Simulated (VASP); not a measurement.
Here is the system:

```
CELL_PARAMETERS angstrom
      1.90898    -3.30644     0.00000
      1.90898     3.30644     0.00000
      0.00000     0.00000     6.58247
ATOMIC_POSITIONS crystal
  Sn 0.00000 0.00000 0.00000
  Se 0.33333 0.66667 0.23814
  Se 0.66667 0.33333 0.76186
```

Method: MS2 meta-GGA, VASP's PBE PAW potentials (set 64) (plane waves; VASP 6.6.1). Settings: 520 eV cut-off, 8×8×4 Γ-centred mesh, tetrahedra with Blöchl corrections, potentials Sn_d Se.

The path is coarsely sampled, so an indirect gap can come out somewhat too large. Unless said otherwise, spin-orbit coupling is left out, though it shifts the bands of the heavy elements here.

### Question
Tabulate the total density of states (states/eV per cell) against energy (eV; zero at the valence-band maximum or, without a gap, the Fermi level).

### Answer

```
E (eV) | DOS (states/eV)
    -9.96 |  0.00
    -9.73 |  0.00
    -9.61 |  0.00
    -9.38 |  0.00
    -9.26 |  0.00
    -9.03 |  0.00
    -8.91 |  0.00
    -8.68 |  0.00
    -8.45 |  0.00
    -8.33 |  0.00
    -8.10 |  0.00
    -7.98 |  0.00
    -7.75 |  0.00
    -7.64 |  0.00
    -7.40 |  0.00
    -7.17 | # 0.12
    -7.06 | ########## 1.54
    -6.82 | ########## 1.57
    -6.71 | ######## 1.24
    -6.47 | ###### 1.00
    -6.36 | ###### 0.92
    -6.13 | ##### 0.83
    -5.89 | ###### 0.97
    -5.78 | ######## 1.22
    -5.55 | ### 0.53
    -5.43 | ## 0.31
    -5.20 |  0.00
    -5.08 |  0.00
    -4.85 |  0.00
    -4.62 |  0.05
    -4.50 | ### 0.49
    -4.27 | ########### 1.70
    -4.15 | ############## 2.10
    -3.92 | ########## 1.60
    -3.80 | ####### 1.06
    -3.57 | ######## 1.25
    -3.34 | ######## 1.20
    -3.22 | ######## 1.30
    -2.99 | ############# 2.04
    -2.87 | ############### 2.34
    -2.64 | ################# 2.67
    -2.53 | ################## 2.72
    -2.29 | ################## 2.83
    -2.18 | ############### 2.35
    -1.95 | ########### 1.69
    -1.71 | ######## 1.31
    -1.60 | ####### 1.10
    -1.36 | ######## 1.22
    -1.25 | ########### 1.64
    -1.02 | ######################## 3.67
    -0.90 | ############################ 4.40
    -0.67 | ###################### 3.42
    -0.44 | ############################## 4.64
    -0.32 | ###################### 3.44
    -0.09 | ############# 1.97
     0.03 | # 0.11
     0.26 |  0.00
     0.38 |  0.00
     0.61 |  0.00
     0.84 |  0.00
     0.96 |  0.00
     1.19 | # 0.18
     1.31 | ### 0.44
     1.54 | ##### 0.84
     1.65 | ###### 0.94
     1.89 | ########## 1.49
     2.12 | ############# 1.99
     2.24 | ############### 2.31
     2.47 | ######### 1.39
     2.58 | ######## 1.20
     2.82 |  0.04
     2.93 |  0.00
     3.16 |  0.00
     3.40 |  0.00
     3.51 |  0.03
     3.74 | # 0.12
     3.86 | # 0.16
     4.09 | ## 0.26
     4.21 | ## 0.38
     4.44 | ####### 1.11
```
Within 2 eV below the valence-band maximum the largest weight inside VASP's projection spheres is Se p.

The compound is SnSe2 in the 1T layered structure. It was relaxed first, which changed the volume by +8 %.
